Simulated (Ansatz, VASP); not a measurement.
# WSe2: VASP beside Ansatz, part 2 of 3

One calculation is typed for both programs; each brings its own data sets. How far apart do they land? The cell is taken from a series of runs on this material, whose earlier steps may have relaxed, scaled, displaced or heated it; both programs get it as it stands.

VASP 6.6.1 and Ansatz 0.2.0.

So far: The starting structure; Ansatz: zone-centre phonons, LDA.

### Step 3. VASP: zone-centre phonons, LDA

Level of this step: LDA, no spin polarisation; plane waves and PAW (W, Se) (VASP).

The same cell, functional (in two slightly different forms) and mesh now go to VASP, with its own data sets.

Lines of VASP's logs that name or quote its potential files are left out, and so is its time.

INCAR reads:

```
SYSTEM = WSe2
PREC = Accurate
ENCUT = 600
EDIFF = 1E-08
NELM = 120
ISMEAR = 0
SIGMA = 0.01
LREAL = .FALSE.
ALGO = Normal
GGA = CA
NBANDS = 24
LASPH = .TRUE.
LORBIT = 11
LWAVE = .FALSE.
LCHARG = .FALSE.
ISIF = 2
IBRION = 8
GGA_COMPAT = .FALSE.
EFERMI = MIDGAP
KPAR = 2
```

POSCAR reads:

```
WSe2
1.0
    3.2498823908      0.0000000000      0.0000000000
   -1.6249411954      2.8144807098      0.0000000000
    0.0000000000      0.0000000000     12.8212984094
W Se
2 4
Direct
    0.3333333333      0.6666666667      0.2500000000
    0.6666666667      0.3333333333      0.7500000000
    0.3333333333      0.6666666667      0.6200018260
    0.6666666667      0.3333333333      0.1200018260
    0.3333333333      0.6666666667      0.8799981740
    0.6666666667      0.3333333333      0.3799981740
```

KPOINTS reads:

```
Automatic mesh
0
Gamma
9 9 2
0 0 0
```

The projector-augmented-wave data sets are W and Se (LDA family, release 64).

Launch:

```console
$ mpirun -np 2 vasp_std
```

Log:

```text
[banner, memory and clock lines left out]
running    2 mpi-ranks, on    1 nodes
 distrk:  each k-point on    1 cores,    2 groups
 distr:  one band on    1 cores,    1 groups

 POSCAR found type information on POSCAR W Se
 POSCAR found :  2 types and       6 ions
 LDA part: xc-table for (Slater(with rela. corr.)+CA(PZ))
 , standard interpolation
 POSCAR, INCAR and KPOINTS ok, starting setup
 FFT: planning ... GRIDC
 FFT: planning ... GRID_SOFT
 FFT: planning ... GRID
 WAVECAR not read
 entering main loop
       N       E                     dE             d eps       ncg     rms          rms(c)
DAV:   1     0.202519160405E+03    0.20252E+03   -0.17284E+04  1152   0.148E+03
DAV:   2    -0.340501992663E+02   -0.23657E+03   -0.22759E+03  1544   0.272E+02
DAV:   3    -0.503532637419E+02   -0.16303E+02   -0.16178E+02  1528   0.694E+01
DAV:   4    -0.506526392152E+02   -0.29938E+00   -0.29875E+00  1520   0.984E+00
DAV:   5    -0.506581331606E+02   -0.54939E-02   -0.54875E-02  1528   0.114E+00    0.326E+01
DAV:   6    -0.491065780618E+02    0.15516E+01   -0.68638E+00  1632   0.124E+01    0.132E+01
DAV:   7    -0.488549501411E+02    0.25163E+00   -0.39282E+00  1528   0.981E+00    0.727E+00
DAV:   8    -0.486647194133E+02    0.19023E+00   -0.61165E-01  1552   0.452E+00    0.867E-01
DAV:   9    -0.486634718884E+02    0.12475E-02   -0.59600E-02  1608   0.129E+00    0.272E-01
DAV:  10    -0.486622948868E+02    0.11770E-02   -0.61877E-03  1560   0.430E-01    0.184E-01
DAV:  11    -0.486622704182E+02    0.24469E-04   -0.85055E-04  1560   0.157E-01    0.633E-02
DAV:  12    -0.486621970048E+02    0.73413E-04   -0.29234E-04  1568   0.949E-02    0.246E-02
DAV:  13    -0.486621979017E+02   -0.89696E-06   -0.18515E-05  1520   0.239E-02    0.756E-03
DAV:  14    -0.486621977039E+02    0.19784E-06   -0.30992E-06  1624   0.835E-03    0.475E-03
DAV:  15    -0.486621975629E+02    0.14098E-06   -0.58408E-07  1688   0.433E-03    0.906E-04
DAV:  16    -0.486621975649E+02   -0.19663E-08   -0.40345E-08  1384   0.104E-03
   1 F= -.48662198E+02 E0= -.48662198E+02  d E =0.000000E+00
 Linear response reoptimize wavefunctions to high precision
DAV:   1    -0.486621975644E+02    0.43792E-09   -0.27423E-09  1112   0.344E-04
DAV:   2    -0.486621975644E+02   -0.70486E-11   -0.39042E-10   872   0.114E-04
 Linear response DOF=           4
 Linear response progress:
  Degree of freedom:   1/  4
       N       E                     dE             d eps       ncg     rms          rms(c)
RMM:   1    -0.117005401262E+00   -0.11701E+00   -0.99286E-02  6502   0.142E+00
RMM:   2    -0.112895882579E+00    0.41095E-02   -0.38182E-03  6365   0.264E-01    0.152E-01
RMM:   3    -0.112433418428E+00    0.46246E-03   -0.37362E-04  6573   0.764E-02    0.900E-02
RMM:   4    -0.112284916759E+00    0.14850E-03   -0.29828E-04  6394   0.832E-02    0.116E-02
RMM:   5    -0.112330860445E+00   -0.45944E-04   -0.96409E-06  7109   0.106E-02    0.336E-03
RMM:   6    -0.112345366847E+00   -0.14506E-04   -0.10706E-06  6933   0.301E-03    0.461E-04
RMM:   7    -0.112343659331E+00    0.17075E-05    0.10998E-06  7331   0.713E-04    0.152E-04
RMM:   8    -0.112343072170E+00    0.58716E-06   -0.86200E-08  7600   0.245E-04    0.419E-05
RMM:   9    -0.112342968983E+00    0.10319E-06   -0.14837E-07  7578   0.105E-04    0.201E-05
RMM:  10    -0.112342923061E+00    0.45921E-07   -0.14470E-10  7603   0.755E-05    0.381E-06
RMM:  11    -0.112342947461E+00   -0.24400E-07   -0.17608E-08  7589   0.625E-05    0.129E-06
RMM:  12    -0.112342953484E+00   -0.60231E-08   -0.21260E-08  6997   0.576E-05    0.747E-07
 first order change of Fermi-energy  -0.12713E-03
 force on displaced ion       1 direction 1 : -19.513  -0.000   0.000
 Linear response progress:
  Degree of freedom:   2/  4
       N       E                     dE             d eps       ncg     rms          rms(c)
RMM:   1    -0.163894144866E+00   -0.16389E+00   -0.16240E-01  2330   0.159E+00
RMM:   2    -0.147754249270E+00    0.16140E-01   -0.77849E-03  1872   0.397E-01    0.153E-01
RMM:   3    -0.147176148064E+00    0.57810E-03   -0.81761E-04  1931   0.959E-02    0.878E-02
RMM:   4    -0.147088617413E+00    0.87531E-04   -0.36174E-04  1875   0.779E-02    0.284E-02
RMM:   5    -0.147186333037E+00   -0.97716E-04   -0.46082E-05  2000   0.208E-02    0.887E-03
RMM:   6    -0.147229788940E+00   -0.43456E-04   -0.13373E-05  2030   0.718E-03    0.160E-03
RMM:   7    -0.147232420014E+00   -0.26311E-05   -0.39046E-06  2112   0.182E-03    0.756E-04
RMM:   8    -0.147233873979E+00   -0.14540E-05    0.18415E-06  2087   0.903E-04    0.390E-04
RMM:   9    -0.147233600519E+00    0.27346E-06   -0.15466E-06  2126   0.529E-04    0.558E-05
RMM:  10    -0.147233709095E+00   -0.10858E-06   -0.83901E-07  2218   0.160E-04    0.158E-05
RMM:  11    -0.147233663505E+00    0.45590E-07   -0.49213E-08  2256   0.991E-05    0.123E-05
RMM:  12    -0.147233623524E+00    0.39981E-07    0.25624E-08  2305   0.860E-05    0.365E-06
RMM:  13    -0.147233628438E+00   -0.49146E-08    0.29543E-08  2171   0.791E-05    0.111E-06
 first order change of Fermi-energy   0.15605E-05
 force on displaced ion       1 direction 3 :  -0.000   0.000 -30.042
 Linear response progress:
  Degree of freedom:   3/  4
       N       E                     dE             d eps       ncg     rms          rms(c)
RMM:   1    -0.714612073216E-01   -0.71461E-01    0.42118E-02  8945   0.127E+00
RMM:   2    -0.704539671766E-01    0.10072E-02   -0.22369E-03  6525   0.239E-01    0.952E-02
RMM:   3    -0.705657678794E-01   -0.11180E-03   -0.15873E-04  7211   0.425E-02    0.577E-02
RMM:   4    -0.707216774889E-01   -0.15591E-03   -0.40692E-05  6940   0.293E-02    0.631E-03
RMM:   5    -0.706984304967E-01    0.23247E-04   -0.13674E-06  7432   0.568E-03    0.401E-03
RMM:   6    -0.706800855965E-01    0.18345E-04   -0.27633E-07  7029   0.269E-03    0.409E-04
RMM:   7    -0.706807181059E-01   -0.63251E-06   -0.12227E-06  7775   0.652E-04    0.122E-04
RMM:   8    -0.706810868922E-01   -0.36879E-06    0.37155E-07  7651   0.227E-04    0.413E-05
RMM:   9    -0.706811167655E-01   -0.29873E-07    0.14075E-07  7899   0.135E-04    0.146E-05
RMM:  10    -0.706810665389E-01    0.50227E-07    0.13610E-07  7748   0.106E-04    0.762E-06
RMM:  11    -0.706810539303E-01    0.12609E-07   -0.10290E-08  7819   0.966E-05    0.126E-06
RMM:  12    -0.706810571625E-01   -0.32322E-08   -0.31428E-08  7186   0.919E-05    0.546E-07
 first order change of Fermi-energy   0.17617E-04
 force on displaced ion       3 direction 1 :  -9.419  -0.000  -0.001
 Linear response progress:
  Degree of freedom:   4/  4
       N       E                     dE             d eps       ncg     rms          rms(c)
RMM:   1    -0.127140323103E+00   -0.12714E+00    0.66682E-02  2634   0.138E+00
RMM:   2    -0.123124203720E+00    0.40161E-02   -0.40757E-03  1932   0.316E-01    0.266E-01
RMM:   3    -0.123005951020E+00    0.11825E-03   -0.65699E-04  1972   0.952E-02    0.206E-01
RMM:   4    -0.122993831693E+00    0.12119E-04   -0.26013E-04  1993   0.540E-02    0.464E-02
RMM:   5    -0.123006589687E+00   -0.12758E-04   -0.80796E-05  1954   0.339E-02    0.818E-03
RMM:   6    -0.123007498257E+00   -0.90857E-06   -0.50537E-06  2104   0.878E-03    0.306E-03
RMM:   7    -0.123009408526E+00   -0.19103E-05   -0.14845E-08  2097   0.344E-03    0.109E-03
RMM:   8    -0.123010891824E+00   -0.14833E-05   -0.87043E-07  2193   0.910E-04    0.460E-04
RMM:   9    -0.123011857211E+00   -0.96539E-06    0.95403E-07  2202   0.360E-04    0.159E-04
RMM:  10    -0.123012252253E+00   -0.39504E-06    0.70637E-07  2261   0.203E-04    0.479E-05
RMM:  11    -0.123012316677E+00   -0.64424E-07    0.32571E-07  2254   0.127E-04    0.183E-05
RMM:  12    -0.123012350252E+00   -0.33575E-07   -0.99938E-08  2357   0.101E-04    0.742E-06
RMM:  13    -0.123012360448E+00   -0.10195E-07   -0.34272E-09  2337   0.916E-05    0.248E-06
RMM:  14    -0.123012364925E+00   -0.44779E-08   -0.45444E-08  2206   0.886E-05    0.786E-07
 first order change of Fermi-energy   0.64067E+00
 force on displaced ion       3 direction 3 :   0.000  -0.000 -16.990
 Linear response finished
```

[end of part 2 of 3]

[Lines on the potential files, build, host, timing and source positions are cut from VASP's logs without a mark.]

[Logs are printed without paths, hosts, clocks, repeated set-up lines and the standing remarks that a program may print on its own settings, such as how far it seeks lower states.]

[Hosts, paths, dates, database ids (printed as entryN), source tags and the programs' standing remarks are cut or masked in the printed files.]
